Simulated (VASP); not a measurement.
Method: PBE GGA, VASP's PBE PAW potentials (set 64) (plane waves; VASP).

VASP ran on this input.

**POSCAR**
```
ZrC
1.0
  0.0000000000   2.3500000000   2.3500000000
  2.3500000000   0.0000000000   2.3500000000
  2.3500000000   2.3500000000   0.0000000000
Zr C
1 1
Cartesian
  0.0000000000   0.0000000000   0.0000000000
  2.3500000000   2.3500000000   2.3500000000
```

KPOINTS:
```
Automatic mesh
0
Gamma
10 10 10
0 0 0
```

### INCAR
```
ALGO=Normal
EDIFF=1E-6
ENCUT=520
GGA=PE
ISIF=2
ISMEAR=1
LASPH=T
LCHARG=F
LMAXMIX=4
LREAL=F
LWAVE=F
NELM=100
PREC=Accurate
SIGMA=0.1
SYSTEM=ZrC
```

POTCAR, in this order: Zr_sv C (PBE.64 set). Program: vasp_std.

Output

**OUTCAR**
```
 ion  position               nearest neighbor table
   1  0.000  0.000  0.000-   2 2.35   2 2.35   2 2.35   2 2.35   2 2.35   2 2.35
   2  0.500  0.500  0.500-   1 2.35   1 2.35   1 2.35   1 2.35   1 2.35   1 2.35
  LATTYP: Found a face centered cubic cell.
 ALAT       =     4.7000000000
 Subroutine PRICEL returns:
 Original cell was already a primitive cell.
 Subroutine GETGRP returns: Found 48 space group operations
The static configuration has the point symmetry O_h .
The dynamic configuration has the point symmetry O_h .
 Subroutine INISYM returns: Found 48 space group operations
 Subroutine IBZKPT returns following result:
 Found     47 irreducible k-points:

 Following reciprocal coordinates:
            Coordinates               Weight
  0.000000  0.000000  0.000000      1.000000
  0.100000  0.000000  0.000000      8.000000
  0.200000  0.000000  0.000000      8.000000
  0.300000  0.000000  0.000000      8.000000
  0.400000  0.000000  0.000000      8.000000
  0.500000  0.000000  0.000000      4.000000
  0.100000  0.100000  0.000000      6.000000
  0.200000  0.100000  0.000000     24.000000
  0.300000  0.100000  0.000000     24.000000
...
```

OSZICAR:
```
       N       E                     dE             d eps       ncg     rms          rms(c)
DAV:   1     0.109065201567E+03    0.10907E+03   -0.89323E+03  1128   0.133E+03
DAV:   2    -0.172061171635E+02   -0.12627E+03   -0.11962E+03  1304   0.337E+02
DAV:   3    -0.226783927647E+02   -0.54723E+01   -0.53925E+01  1600   0.631E+01
DAV:   4    -0.229247820433E+02   -0.24639E+00   -0.24628E+00  1464   0.123E+01
DAV:   5    -0.229301982493E+02   -0.54162E-02   -0.54158E-02  1616   0.167E+00    0.212E+01
DAV:   6    -0.196012335913E+02    0.33290E+01   -0.16681E+01  1276   0.284E+01    0.811E+00
DAV:   7    -0.194701422876E+02    0.13109E+00   -0.76761E-01  1332   0.705E+00    0.591E+00
DAV:   8    -0.194630719840E+02    0.70703E-02   -0.14018E-01  1220   0.351E+00    0.140E+00
DAV:   9    -0.194586157914E+02    0.44562E-02   -0.31076E-02  1384   0.117E+00    0.442E-01
DAV:  10    -0.194590176170E+02   -0.40183E-03   -0.20784E-03  1288   0.571E-01    0.334E-01
DAV:  11    -0.194588035933E+02    0.21402E-03   -0.75866E-04  1232   0.209E-01    0.168E-02
DAV:  12    -0.194588024658E+02    0.11275E-05   -0.13802E-05  1596   0.387E-02    0.113E-02
DAV:  13    -0.194588020057E+02    0.46013E-06   -0.55070E-07   712   0.684E-03
   1 F= -.19458802E+02 E0= -.19458917E+02  d E =0.346387E-03
```

OUTCAR:
```
------------------------ aborting loop because EDIFF is reached ----------------------------------------
  FORCE on cell =-STRESS in cart. coord.  units (eV):
  Direction    XX          YY          ZZ          XY          YZ          ZX
  --------------------------------------------------------------------------------------
  Total        0.2415641      0.2415641      0.2415641     -0.0000000      0.0000000      0.0000000
  in kB       14.9110890     14.9110890     14.9110890     -0.0000000      0.0000000      0.0000000
  external PRESSURE =      14.9110890 kB  Pullay stress =       0.0000000 kB
  volume of cell :       25.96
      direct lattice vectors                 reciprocal lattice vectors
     0.000000000  2.350000000  2.350000000    -0.212765957  0.212765957  0.212765957
     2.350000000  0.000000000  2.350000000     0.212765957 -0.212765957  0.212765957
     2.350000000  2.350000000  0.000000000     0.212765957  0.212765957 -0.212765957
 POSITION                                       TOTAL-FORCE (eV/Angst)
 -----------------------------------------------------------------------------------
      0.00000      0.00000      0.00000        -0.000000      0.000000     -0.000000
      2.35000      2.35000      2.35000         0.000000     -0.000000      0.000000
 -----------------------------------------------------------------------------------
    total drift:                                0.000000      0.000000      0.000000
  FREE ENERGIE OF THE ION-ELECTRON SYSTEM (eV)
  ---------------------------------------------------
  free  energy   TOTEN  =       -19.4588020057 eV

  energy  without entropy=      -19.4591483927  energy(sigma->0) =      -19.45891747
```
(Selected blocks of OUTCAR.)

The compound is ZrC in the rock salt structure. The cell was not relaxed at this level.
